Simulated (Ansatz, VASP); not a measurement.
# InBiP2: VASP beside Ansatz, part 2 of 2

One calculation is typed for both programs; each brings its own data sets and cutoff. How far apart do they land? The cell is invented: As first built, before any earlier steps moved the atoms (in the runner's words): it takes the InBi3 structure with some of its atoms replaced by other elements, volume scaled by an estimate. It may not be a known or stable phase. The cell is taken from a series of VASP runs on this material, whose earlier steps may have relaxed, scaled or displaced it; both programs get it as it stands.

VASP 6.6.1 and Ansatz 0.2.0.

So far. Step 2 (VASP: band structure, LDA): The PAW data sets were made with PBE, though LDA sets exist; this is a small mismatch. At this level the cell is under a tension of 3.9 GPa, so at these settings it is away from equilibrium.

## (5) VASP: band structure, r2SCAN

Level of this step: r2SCAN; plane waves and PAW (Bi_d, In_d, P); invented cell (VASP).

A single point gives forces, pressure and levels at one fixed geometry, so differences don't come from the geometry; what else differs is listed under the comparison.

The input, INCAR:

```
SYSTEM = InBiP2
PREC = Accurate
ENCUT = 400
EDIFF = 1E-06
NELM = 100
ISMEAR = 0
SIGMA = 0.02
LREAL = .FALSE.
ALGO = Normal
METAGGA = R2SCAN
LASPH = .TRUE.
NBANDS = 33
LORBIT = 11
LWAVE = .FALSE.
LCHARG = .FALSE.
KPAR = 4
```

The input, POSCAR:

```
InBiP2
1.0
    1.7175892218     -3.6915626403      0.0000000000
    1.7175892218      3.6915626403      0.0000000000
    0.0000000000      0.0000000000      7.4227299586
Bi In P
1 1 2
Direct
    0.0000000000      0.0000000000      0.5000000000
    0.5000000000      0.5000000000      0.0000000000
    0.0000000000      0.5000000000      0.7684266955
    0.5000000000      0.0000000000      0.2315733045
```

The input, KPOINTS:

```
Automatic mesh
0
Gamma
5 5 2
0 0 0
```

The input, KPOINTS_OPT:

```
Line mode
16
Line-mode
Reciprocal
  0.00000000   0.00000000   0.00000000 GAMMA
  0.30412004   0.30412004   0.00000000 X

  0.30412004   0.30412004   0.00000000 X
  0.00000000   0.50000000   0.00000000 S

  0.00000000   0.50000000   0.00000000 S
  0.00000000   0.50000000   0.50000000 R

  0.00000000   0.50000000   0.50000000 R
  0.30412004   0.30412004   0.50000000 A

  0.30412004   0.30412004   0.50000000 A
  0.00000000   0.00000000   0.50000000 Z

  0.00000000   0.00000000   0.50000000 Z
  0.00000000   0.00000000   0.00000000 GAMMA

  0.00000000   0.00000000   0.00000000 GAMMA
 -0.50000000   0.50000000   0.00000000 Y

 -0.50000000   0.50000000   0.00000000 Y
 -0.30412004   0.69587996   0.00000000 X1

 -0.30412004   0.69587996   0.00000000 X1
 -0.30412004   0.69587996   0.50000000 A1

 -0.30412004   0.69587996   0.50000000 A1
 -0.50000000   0.50000000   0.50000000 T

 -0.50000000   0.50000000   0.50000000 T
 -0.50000000   0.50000000   0.00000000 Y

  0.00000000   0.00000000   0.50000000 Z
 -0.50000000   0.50000000   0.50000000 T
```

PAW data sets: Bi_d, In_d and P (PBE family, release 64).

The run is started by

```bash
$ mpirun -np 4 vasp_std
```

Numbers of over 12 decimals in the logs are rounded to 6 here.

The log of the run:

```text
[banner, memory and clock lines left out]
running    4 mpi-ranks, on    1 nodes
[...]
[... a notice as in an earlier step ...]

 LDA part: xc-table for (None), standard interpolation
 POSCAR, INCAR and KPOINTS ok, starting setup
[...]
entering main loop
       N       E                     dE             d eps       ncg     rms          rms(c)
DAV:   1     0.246203454913E+03    0.24620E+03   -0.15659E+04  1204   0.115E+03
DAV:   2    -0.700250835765E+02   -0.31623E+03   -0.30240E+03  1212   0.342E+02
DAV:   3    -0.104784234043E+03   -0.34759E+02   -0.34210E+02  1475   0.122E+02
DAV:   4    -0.106185838798E+03   -0.14016E+01   -0.13987E+01  1448   0.253E+01
[...]
DAV:  13    -0.980281119111E+02   -0.39316E-05   -0.10545E-05  1448   0.276E-02    0.752E-03
DAV:  14    -0.980281132512E+02   -0.13400E-05   -0.35109E-06  1216   0.149E-02    0.172E-02
DAV:  15    -0.980281127792E+02    0.47193E-06   -0.57729E-07   752   0.810E-03
   1 F= -.98028113E+02 E0= -.98027964E+02  d E =-.297221E-03
 Start KPOINTS_OPT (optional k-point list driver)
k-point batch [1-18\192]
       N       E                     dE             ncg
DAV:   1     0.252477206334E+04   -0.10009E+05     1196
DAV:   2    -0.329449091708E+04   -0.58193E+04     1252
DAV:   3    -0.394307249370E+04   -0.64858E+03     1452
DAV:   4    -0.396875210436E+04   -0.25680E+02     1454
DAV:   5    -0.396992434795E+04   -0.11722E+01     1880
DAV:   6    -0.396994668532E+04   -0.22337E-01     1648
DAV:   7    -0.396994728918E+04   -0.60386E-03     1840
DAV:   8    -0.396994730398E+04   -0.14800E-04     1560
DAV:   9    -0.396994730436E+04   -0.38063E-06     1032
[...]
k-point batch [181-192\192]
       N       E                     dE             ncg
DAV:   1     0.430957234486E+04   -0.62133E+04      792
DAV:   2     0.509775676855E+03   -0.37998E+04      792
DAV:   3     0.862949494504E+02   -0.42348E+03      988
DAV:   4     0.691494552842E+02   -0.17145E+02      983
DAV:   5     0.683542839496E+02   -0.79517E+00     1168
DAV:   6     0.683335325275E+02   -0.20751E-01     1144
DAV:   7     0.683330131858E+02   -0.51934E-03     1136
DAV:   8     0.683329985733E+02   -0.14612E-04     1120
DAV:   9     0.683329982245E+02   -0.34879E-06      672
```

From OUTCAR (step 5):

```text
  Total       -0.4650570     -0.4860978     -0.6351519      0.0000000      0.0000000      0.0000000
  in kB       -7.9157766     -8.2739148    -10.8109783      0.0000000      0.0000000      0.0000000
  external PRESSURE =      -9.0002232 kB  Pullay stress =       0.0000000 kB

 POSITION                                       TOTAL-FORCE (eV/Angst)
 -----------------------------------------------------------------------------------
      0.00000      0.00000      3.71136         0.000000     -0.000000      0.000000
      1.71759      0.00000      0.00000         0.000000      0.000000      0.000000
      0.85879      1.84578      5.70382         0.000000      0.000000      0.100947
      0.85879     -1.84578      1.71891        -0.000000      0.000000     -0.100947
 -----------------------------------------------------------------------------------
    total drift:                                0.000000      0.000000      0.000000

  FREE ENERGIE OF THE ION-ELECTRON SYSTEM (eV)
  ---------------------------------------------------
  free  energy   TOTEN  =       -98.0281127792 eV

  energy  without entropy=      -98.0278155584  energy(sigma->0) =      -98.02796417

[... 2 parts as in an earlier step ...]

[... 1 further part left out ...]
[key lines of the parts left out:]
E-fermi :   7.0575
```

The run ends at a pressure of -0.90 GPa, with forces up to 0.10 eV/Å.

## (6) Ansatz: band structure, r2SCAN

The same cell, functional, mesh and smearing now go to Ansatz, which takes its cutoff from its data sets.

The cell is taken from a series of VASP runs on this material, whose earlier steps may have relaxed, scaled or displaced it; both programs get it as it stands.

The input, input.yaml:

```yaml
crystal:
  lattice:
    - [1.7175892218, -3.6915626403, 0.0]
    - [1.7175892218, 3.6915626403, 0.0]
    - [0.0, 0.0, 7.4227299586]
  atoms:
    - { symbol: Bi, position: [0.0, 0.0, 0.5] }
    - { symbol: In, position: [0.5, 0.5, 0.0] }
    - { symbol: P, position: [0.0, 0.5, 0.7684266955] }
    - { symbol: P, position: [0.5, 0.0, 0.2315733045] }
hamiltonian:
  xc: r2scan
  pseudopotentials: { kind: paw }
kpoints:
  mp_grid: { grid: [5, 5, 2] }
  band_path:
    path:
      - [0.0, 0.0, 0.0]
      - [0.12165, 0.12165, 0.0]
      - [0.26357, 0.26357, 0.0]
      - [0.2433, 0.3433, 0.0]
      - [0.10137, 0.43471, 0.0]
      - [0.0, 0.5, 0.0]
      - [0.0, 0.5, 0.23333]
      - [0.0, 0.5, 0.46667]
      - [0.0811, 0.44777, 0.5]
      - [0.22302, 0.35635, 0.5]
      - [0.28385, 0.28385, 0.5]
      - [0.14192, 0.14192, 0.5]
      - [0.0, 0.0, 0.5]
      - [0.0, 0.0, 0.33333]
      - [0.0, 0.0, 0.1]
      - [-0.06667, 0.06667, 0.0]
      - [-0.3, 0.3, 0.0]
      - [-0.5, 0.5, 0.0]
      - [-0.42165, 0.57835, 0.0]
      - [-0.33024, 0.66976, 0.0]
      - [-0.30412, 0.69588, 0.1]
      - [-0.30412, 0.69588, 0.33333]
      - [-0.30412, 0.69588, 0.5]
      - [-0.39553, 0.60447, 0.5]
      - [-0.48694, 0.51306, 0.5]
      - [-0.5, 0.5, 0.36667]
      - [-0.5, 0.5, 0.13333]
      - [-0.03333, 0.03333, 0.5]
      - [-0.26667, 0.26667, 0.5]
      - [-0.5, 0.5, 0.5]
    npoints: 1
scf:
  occupations: { method: gaussian, width: 0.02 }
  n_extra_bands: 8
output:
  forces: true
  stress: true
  eigenvalues: true
```

The run is started by

```bash
$ ansatz run input.yaml --threads 2 --pin off --max-ram 4608MiB --backend cpu --events-out ev --progress --plain --runs-dir out
```

The log of the run:

```text
[...]
Crystal: 4 atoms, lattice volume = 94.129 Å³
Basis set: ecut = 500 eV, 2405 PW (Γ), exchange–correlation on 120×120×240 points (64 copies of the dense FFT grid, shifted against one another)
Bands: 27, of which v1, the nominal top of the filled ones, is band 19 counted from 1 (18 counted from 0)
Symmetry: 4 space group operations
[...]
k-points: 18 of 50
[...]
k-point 0: bands = [... 15 lower, 7.0501, 8.6801, 9.6724, 11.0440, 11.4606, 12.0286, 12.1289, 13.6880, ... 4 higher]
  k-point 1: bands = [... 15 lower, 7.7749, 9.0417, 9.8295, 10.4320, 10.5728, 12.6681, 13.1421, 13.7983, ... 4 higher]
  k-point 2: bands = [... 15 lower, 7.2859, 7.7975, 8.3870, 9.3395, 10.6190, 10.8828, 11.9981, 13.2554, ... 4 higher]
  k-point 17: bands = [... 15 lower, 5.5609, 6.9972, 7.8940, 10.3343, 10.4419, 12.2092, 13.2697, 14.3322, ... 4 higher]
[key lines of the parts left out:]
SCF converged after 7 iterations
Free energy (F): -19540.237002 eV
Fermi energy:    9.512922 eV
P = ⅓ Tr σ = -0.8602 GPa (-8.602 kbar)
```

Run time: 9 s. Hardware: 2 threads of Arm Neoverse V2, shared host; peak memory 0.54 GiB.

## (7) Side by side

What differs besides the data sets and the points named for the pairs above, as far as they apply: VASP keeps PBE cores, Ansatz makes them for the functional; the cutoff is 500 eV in Ansatz and 400 eV in VASP. Total energies have different zeros and are not compared.

Both answers:

| quantity | Ansatz | VASP | difference |
| --- | --- | --- | --- |
| pressure (GPa) | -0.86 | -0.90 | +0.04 |

Forces (eV/Å; atoms numbered as in POSCAR):

| atom | Ansatz x, y, z | VASP x, y, z |
| --- | --- | --- |
| Bi1 | 0.000, 0.000, 0.000 | 0.000, 0.000, 0.000 |
| In2 | 0.000, 0.000, 0.000 | 0.000, 0.000, 0.000 |
| P3 | 0.000, 0.000, 0.094 | 0.000, 0.000, 0.101 |
| P4 | 0.000, 0.000, -0.094 | 0.000, 0.000, -0.101 |

The forces differ by 2.8 meV/Å r.m.s., which is 6.8 % of the r.m.s. force of 0.04 eV/Å (both taken over all components). Levels from 3 eV below to 2 eV above the Fermi level differ by 3 meV r.m.s. and 10 meV at most; each VASP level is matched to the nearest of Ansatz, which flatters the figure a little. Ansatz's pressure holds a Pulay correction of 0.02 GPa; VASP's holds none.

## (8) What came out

- r.m.s. difference of levels near the Fermi level (band structure, LDA): 6.7 meV
- r.m.s. difference of levels near the Fermi level (band structure, r2SCAN): 3.4 meV

**Reading.** The r.m.s. difference of levels near the Fermi level is 6.7 meV (band structure, LDA), within the 80 meV picked in this series as the mark of a large difference. How closely two codes agree says nothing of how well the functional describes the real material.

[Lines on the potential files, build, host, timing and source positions are cut from VASP's logs without a mark.]

[Logs are printed without paths, hosts, clocks, repeated set-up lines and the standing remarks that a program may print on its own settings, such as how far it seeks lower states.]

[Hosts, paths, dates, database ids (printed as entryN), source tags and the programs' standing remarks are cut or masked in the printed files.]

[VASP's PBE data sets in a run with another functional are called a small mismatch above; for pressures it isn't always small: they can move by 1 GPa and more.]
